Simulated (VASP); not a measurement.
Method: LDA (Ceperley-Alder, Perdew-Zunger), VASP's LDA PAW potentials (set 64) (plane waves; VASP).

The input files of a VASP run:

### POSCAR
```
Bi2Te3
1
   10.2416820000    -2.1900000000     0.0000000000
   10.2416820000     2.1900000000     0.0000000000
    9.7733890000     0.0000000000     3.7641740000
Bi Te
2 3
Direct
  0.4000000000   0.4000000000   0.4000000000
  0.6000000000   0.6000000000   0.6000000000
  0.0000000000   0.0000000000   0.0000000000
  0.2100000000   0.2100000000   0.2100000000
  0.7900000000   0.7900000000   0.7900000000
```

File KPOINTS:
```
Automatic
0
G
  3 3 3
```

INCAR:
```
LASPH = .TRUE.   ! aspherical one-centre terms
LREAL = .FALSE.
SYSTEM = Bi2Te3
ISIF = 2   ! forces and stress, cell fixed
LWAVE = .FALSE.
EDIFF = 1E-6
LCHARG = .FALSE.
ALGO = Normal
PREC = Accurate
ENCUT = 300   ! plane-wave cut-off (eV)
LMAXMIX = 4   ! l cut-off of mixed one-centre charges
NELM = 100   ! most electronic steps
ISMEAR = -1   ! Fermi-Dirac
SIGMA = 0.02   ! width (eV)
```

POTCAR, in this order: Bi_d Te (LDA.64 set). Program: vasp_std.

At this cut-off the stress carries a Pulay error, which pulls relaxed volumes low. Unless said otherwise, spin-orbit coupling is left out, though it shifts the bands of the heavy elements here.

Question: Estimate the energy per atom (σ→0), pressure, largest force, band gap (on the k-mesh).

Answer: 
```json
{
  "energy per atom (σ→0)": "-4308 meV/atom",
  "band gap (on the k-mesh)": "0.21 eV",
  "pressure": "-1.44 GPa",
  "largest_force": "0.182 eV/Å"
}
```

**OSZICAR**
```
...
DAV:   7    -0.215417696066E+02    0.89443E-02   -0.26268E-01   412   0.211E+00    0.107E+00
DAV:   8    -0.215390728409E+02    0.26968E-02   -0.26680E-02   400   0.941E-01    0.562E-01
DAV:   9    -0.215384686384E+02    0.60420E-03   -0.79173E-03   396   0.423E-01    0.290E-01
DAV:  10    -0.215385042167E+02   -0.35578E-04   -0.10098E-03   432   0.166E-01    0.113E-01
DAV:  11    -0.215384831105E+02    0.21106E-04   -0.17245E-04   420   0.730E-02    0.326E-02
DAV:  12    -0.215384881891E+02   -0.50786E-05   -0.55331E-05   432   0.303E-02    0.216E-02
DAV:  13    -0.215384875791E+02    0.61006E-06   -0.32130E-06   308   0.106E-02
   1 F= -.21538488E+02 E0= -.21538443E+02  d E =-.894912E-04
```

The structure is a typed Bi2Te3 crystal. The cell was not relaxed at this level. The k-mesh is coarse (spacing up to 0.56 per Å, 2π included), so the numbers may not be converged in it.
